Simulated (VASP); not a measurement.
# H4CO in VASP: notebook, part 3 of 3

VASP 6.6.1. The steps go on from the part before.

**6. Single point, PBE+D3(BJ)**

INCAR reads:

```
SYSTEM = H4CO
PREC = Accurate
ENCUT = 520
EDIFF = 1E-7
ISMEAR = -1
SIGMA = 0.05
LREAL = Auto
LASPH = .True.
NELM = 80
ALGO = Fast
ISIF = 2
LWAVE = .False.
LCHARG = .False.
GGA = PE
IVDW = 12
NBANDS = 66
```

KPOINTS reads:

```
regular mesh
0
Gamma
  1 1 1
  0 0 0
```

POSCAR reads:

```
H4CO
1.0
    7.3803230000      0.0000000000      0.0000000000
    0.0000000000      7.3803230000      0.0000000000
    0.0000000000      0.0000000000      7.3803230000
C O H
6 6 24
Direct
    0.9133069108      0.9216805281      0.2547313986
    0.4166755303      0.6655806257      0.6796586003
   -0.0627885798      0.8041924452      0.7826486727
    0.7050097943      0.4716595737      0.2032973354
    0.2293802046      0.3160159792      0.1634887796
    0.7243720905      0.2619397552      0.7077332523
    1.0786655272      0.9166942964      0.3502556731
    0.4650202979      0.8147204397      0.7875807062
    0.0039564664      0.6404462244      0.8727395806
    0.6529931007      0.5675090372      0.0424507166
    0.3188749327      0.2046793887      0.2891336870
    0.8834572687      0.3483858362      0.6409340079
    0.8023903561      0.9357043045      0.3526268430
    1.1675369764      0.8558974993      0.2734026681
    0.9187131783      1.0354695858      0.1614292491
    0.8942291550      0.8043279407      0.1640172117
    0.3356086177      0.7057414696      0.5580785556
    0.5171182887      0.7600751349      0.8992153866
    0.5354372702      0.5930092762      0.6140246165
    0.3468411884      0.5644603901      0.7784347650
   -0.2050316768      0.8239612277      0.8222946340
    0.1213632520      0.6622067896      0.9262060753
    0.0085768604      0.9278726690      0.8253161820
   -0.0501333072      0.7780960264      0.6323029493
    0.6326145888      0.3505402135      0.2290008174
    0.7624734039      0.5822373899     -0.0273158776
    0.8487839895      0.4469858569      0.1985549955
    0.6858371917      0.5527264864      0.3235901735
    0.3323567275      0.4111473170      0.1051715487
    0.2222666948      0.1409287913      0.3703089960
    0.1654534632      0.2433904316      0.0361230803
    0.1250216285      0.4074618414      0.2192315973
    0.7440324766      0.1150898138      0.7356453098
    0.9360294936      0.4084509580      0.7480973394
    0.6514620024      0.3193627162      0.8311966834
    0.6240783771      0.2551378849      0.5967083012
```

Potentials or basis: VASP PAW PBE potentials, release 64 (C, O, H).

On the command line:

```bash
> cat potpaw_PBE.64/C/POTCAR potpaw_PBE.64/O/POTCAR potpaw_PBE.64/H/POTCAR > POTCAR
> mpirun -np 1 vasp_gam > vasp.out
```

OUTCAR:

```text
SYSTEM = H4CO
   PREC = Accurate
   ENCUT = 520
   EDIFF = 1E-7
   ISMEAR = -1
   LREAL = Auto
   LASPH = .True.
   NELM = 80
   ISIF = 2
   GGA = PE
   IVDW = 12
 IVDW          = 12

 ion  position               nearest neighbor table
   1  0.913  0.922  0.255-  15 1.09  13 1.10  16 1.10   7 1.41
   2  0.417  0.666  0.680-  17 1.12  19 1.14  20 1.16   8 1.40
   3  0.937  0.804  0.783-  21 1.10  23 1.10  24 1.13   9 1.46
   4  0.705  0.472  0.203-  25 1.06  27 1.08  28 1.08  10 1.43
   5  0.229  0.316  0.163-  32 1.10  29 1.12  31 1.18  11 1.40
   6  0.724  0.262  0.708-  36 1.11  33 1.11  35 1.14  12 1.42
   7  0.079  0.917  0.350-  14 0.98   1 1.41
   8  0.465  0.815  0.788-  18 0.99   2 1.40
   9  0.004  0.640  0.873-  22 0.97   3 1.46
  10  0.653  0.568  0.042-  26 0.96   4 1.43
  11  0.319  0.205  0.289-  30 1.04   5 1.40
  12  0.883  0.348  0.641-  34 0.99   6 1.42
  13  0.802  0.936  0.353-   1 1.10
  14  0.168  0.856  0.273-   7 0.98
  15  0.919  0.035  0.161-   1 1.09
  16  0.894  0.804  0.164-   1 1.10
  17  0.336  0.706  0.558-   2 1.12
[... 17 lines left out ...]
  35  0.651  0.319  0.831-   6 1.14
  36  0.624  0.255  0.597-   6 1.11

[... 237 lines left out ...]
  band No.  band energies     occupation
      1     -23.2191      2.00000
      2     -23.1808      2.00000
      3     -22.7811      2.00000
      4     -22.4969      2.00000
      5     -22.1362      2.00000
      6     -22.1112      2.00000
[... 46 lines left out ...]
     53       4.8577      0.00000
     54       5.0581      0.00000
 [bands above 54 left out]

------------------------ aborting loop because EDIFF is reached ----------------------------------------

 Edisp (eV)   -1.22875

 E8    (eV) :    -0.2648

  FORCE on cell =-STRESS in cart. coord.  units (eV):
  Direction    XX          YY          ZZ          XY          YZ          ZX
  --------------------------------------------------------------------------------------
  -------------------------------------------------------------------------------------
  Total       0.84616    -0.15348    -7.42366    -0.09427     0.65463     2.90526
  in kB       3.37240    -0.61170   -29.58712    -0.37570     2.60903    11.57895
  external pressure =       -8.94 kB  Pullay stress =        0.00 kB

 VOLUME and BASIS-vectors are now :
 -----------------------------------------------------------------------------
  energy-cutoff  :      520.00
  volume of cell :      402.00
      direct lattice vectors                 reciprocal lattice vectors
     7.380323000  0.000000000  0.000000000     0.135495425  0.000000000  0.000000000
     0.000000000  7.380323000  0.000000000     0.000000000  0.135495425  0.000000000
     0.000000000  0.000000000  7.380323000     0.000000000  0.000000000  0.135495425

 POSITION                                       TOTAL-FORCE (eV/Angst)
 -----------------------------------------------------------------------------------
      6.74050      6.80230      1.88000        -0.393632      0.028147     -0.853958
      3.07520      4.91220      5.01610        -0.099835     -2.002466     -0.085906
      6.91692      5.93520      5.77620         0.126902     -0.476023     -0.794033
      5.20320      3.48100      1.50040         0.675240      1.117185      0.137973
      1.69290      2.33230      1.20660        -0.157737      0.487200     -2.038682
      5.34610      1.93320      5.22330        -1.409844     -1.194926     -0.030171
[... 28 lines left out ...]
      4.80800      2.35700      6.13450         0.889249      0.036248     -0.928291
      4.60590      1.88300      4.40390        -0.000840      0.362149      0.055021
 -----------------------------------------------------------------------------------
    total drift:                               -0.005481     -0.010458      0.019743

  FREE ENERGIE OF THE ION-ELECTRON SYSTEM (eV)
  ---------------------------------------------------
  free  energy   TOTEN  =      -182.5399543234 eV

  energy  without entropy=     -182.5399543233  energy(sigma->0) =     -182.53995432
```

stdout:

```text
POSCAR found type information on POSCAR C O H
 POSCAR found :  3 types and      36 ions
 scaLAPACK will be used
 LDA part: xc-table for (Slater+PW92), standard interpolation
 POSCAR, INCAR and KPOINTS ok, starting setup
 FFT: planning ... GRIDC
 FFT: planning ... GRID_SOFT
 FFT: planning ... GRID
 WAVECAR not read
 entering main loop
```

Run time: 38 s. Hardware: 1 thread of Intel Xeon 6975P-C (Granite Rapids), shared host; peak memory 0.4 GiB.

What came out:

| Property | Result |
| --- | --- |
| Free energy | -182.5400 eV |
| Pressure | -0.9 GPa |
| Largest force | 2.327 eV/Å |
| Band gap on the k mesh | 4.23 eV, direct |
| Dispersion energy per atom | -0.034 eV |

Forces in eV/Å, atoms in the order of the input:
```
C   -0.394  0.028 -0.854
C   -0.100 -2.002 -0.086
C    0.127 -0.476 -0.794
C    0.675  1.117  0.138
C   -0.158  0.487 -2.039
C   -1.410 -1.195 -0.030
O    0.911 -0.618  0.573
O    0.485  0.493  0.788
O   -0.614  0.226  0.236
O   -0.851 -0.041  0.195
O   -1.499 -0.973  1.490
O   -0.067  0.376  1.067
H   -0.037 -0.013 -0.146
H   -0.003  0.200  0.224
H   -0.433  0.667 -0.156
H   -0.130 -0.192  0.518
H   -0.228  0.074  0.954
H   -0.194  0.357 -0.457
H   -0.382  0.350  0.686
H    0.394  0.555 -1.744
H    0.044 -0.159 -0.233
H    0.276  0.144 -0.062
H    0.267 -0.256 -0.185
H   -0.097  0.527  0.945
H   -0.805 -1.274 -0.331
H    0.585  0.053 -0.283
H    0.632 -0.418 -0.025
H   -0.238  0.673  0.456
H   -0.207 -0.490  0.114
H    1.466  0.847 -1.520
H    0.665  0.485  1.515
H   -0.144 -0.318  0.339
H    0.334  0.267  0.212
H    0.241  0.100 -0.633
H    0.889  0.036 -0.928
H   -0.001  0.362  0.055
```

Stress tensor (GPa, compression positive):
```
 0.34 -0.04  1.16
-0.04 -0.06  0.26
 1.16  0.26 -2.96
```

**7. Single point, PBE+D3(BJ)**

INCAR reads:

```
SYSTEM = H4CO
PREC = Accurate
ENCUT = 520
EDIFF = 1E-7
ISMEAR = -1
SIGMA = 0.05
LREAL = Auto
LASPH = .TRUE.
NELM = 80
ALGO = Normal
ISIF = 2
LWAVE = .FALSE.
LCHARG = .TRUE.
GGA = PE
IVDW = 12
LELF = .TRUE.
LVHAR = .TRUE.
NBANDS = 66
```

KPOINTS reads:

```
regular mesh
0
G
  1 1 1
  0 0 0
```

POSCAR reads:

```
H4CO
1.0
    7.3803230000      0.0000000000      0.0000000000
    0.0000000000      7.3803230000      0.0000000000
    0.0000000000      0.0000000000      7.3803230000
C O H
6 6 24
Direct
    0.9337667200      0.9336176750      0.2825757084
    0.4093045792      0.6532776411      0.7034380474
   -0.0088343017      0.8211022743      0.7802910523
    0.7046981548      0.4945583005      0.2114541599
    0.2061427393      0.3353918250      0.1550880632
    0.7229629381      0.2616687644      0.6954709164
    1.1043961084      0.8992831344      0.3462314590
    0.4722964022      0.7884343273      0.8370500857
    0.0098911660      0.6614615648      0.8898662023
    0.6776803671      0.5726443138      0.0449302829
    0.3064093536      0.2352607061      0.2821421230
    0.8999199629      0.3378171931      0.6694964434
    0.8432422267      0.9411918692      0.4046977348
    1.1966549432      0.8752191469      0.2542300655
    0.9227102933      1.0518780818      0.1929454849
    0.8875898792      0.8160076463      0.2004790305
    0.2973176106      0.7167843467      0.6377498654
    0.5338384241      0.7173669770      0.9346745393
    0.5227548984      0.6332378678      0.6052174139
    0.3751055340      0.5221993672      0.7695056165
   -0.1492482104      0.8638239817      0.7922688479
    0.1137077605      0.5897573860      0.8513584026
    0.0739534029      0.9281165608      0.8376056170
    0.0359604857      0.8113601532      0.6305415088
    0.6253520341      0.3721110851      0.2110341241
    0.8002495284      0.6005699209     -0.0056095106
    0.8412504439      0.4573106082      0.2461680878
    0.6350535065      0.5812482733      0.3244437947
    0.3031303643      0.4129087575      0.0700104860
    0.2350439134      0.1619712308      0.3553909497
    0.1421753492      0.2308977534      0.0578023482
    0.1135180669      0.4256588770      0.2141369693
    0.7295073671      0.1140194000      0.6717050189
    0.9148786577      0.4552917264      0.7260793328
    0.6827072474      0.2940521709      0.8346924654
    0.6292272032      0.3200943915      0.6009764071
```

On the command line:

```bash
> cat potpaw_PBE.64/C/POTCAR potpaw_PBE.64/O/POTCAR potpaw_PBE.64/H/POTCAR > POTCAR
> mpirun -np 1 vasp_gam > vasp.out
```

Wall time 42 s (1 thread of Intel Xeon 6975P-C (Granite Rapids), shared host); peak memory 0.38 GiB.

Results (log left out):

```yaml
Free_energy: -182.6277 eV
Pressure: 0.8 GPa
Largest_force: 3.533 eV/Å
Band_gap_on_the_k_mesh: 4.63 eV, direct
Dispersion_energy_per_atom: -0.034 eV
```

Forces on the atoms (eV/Å):
```
C   -2.106 -0.903 -0.768
C    1.864  0.704  1.137
C    0.572  0.538 -1.198
C   -2.208  0.043  2.757
C    0.901 -2.336 -2.159
C    0.823  0.193  0.711
O    2.601 -0.078  1.212
O   -0.377 -1.032 -0.045
O   -0.213 -0.553 -0.279
O    1.310  1.142 -2.045
O    2.497  1.615 -0.765
O    0.744 -0.692 -0.736
H    0.313  0.302 -0.767
H   -0.519  0.066 -0.113
H   -0.068  0.364  0.246
H   -0.249  0.286  0.147
H   -0.800  0.119 -0.654
H   -0.124  0.312 -0.422
H   -0.579 -0.262  0.117
H    0.052  0.234 -0.268
H   -0.365 -0.048 -0.189
H    0.207  0.216  0.080
H    0.332  0.390  0.193
H   -0.632 -0.402  1.470
H   -0.313 -0.920  0.341
H   -0.602  0.055 -0.085
H    0.750  0.241  0.119
H    1.129 -0.731 -0.936
H   -0.113 -0.114  0.332
H   -1.773 -1.444  1.332
H   -0.024  1.304  0.604
H   -1.334  1.006  0.677
H    0.061  0.291  0.167
H   -0.527  0.180  0.271
H   -0.470 -0.358  0.076
H   -0.759  0.273 -0.563
```

Stress tensor (GPa, compression positive):
```
 2.20 -0.53  1.20
-0.53  0.09 -1.62
 1.20 -1.62  0.00
```

Levels at points of the mesh, in eV from the valence-band top:
| k point | band 39 | band 40 | band 41 | band 42 | band 43 | band 44 | band 45 | band 46 |
| --- | --- | --- | --- | --- | --- | --- | --- | --- |
| (0.00, 0.00, 0.00) | -0.49 | -0.24 | -0.13 | 0.00 | 4.63 | 5.78 | 6.06 | 6.26 |
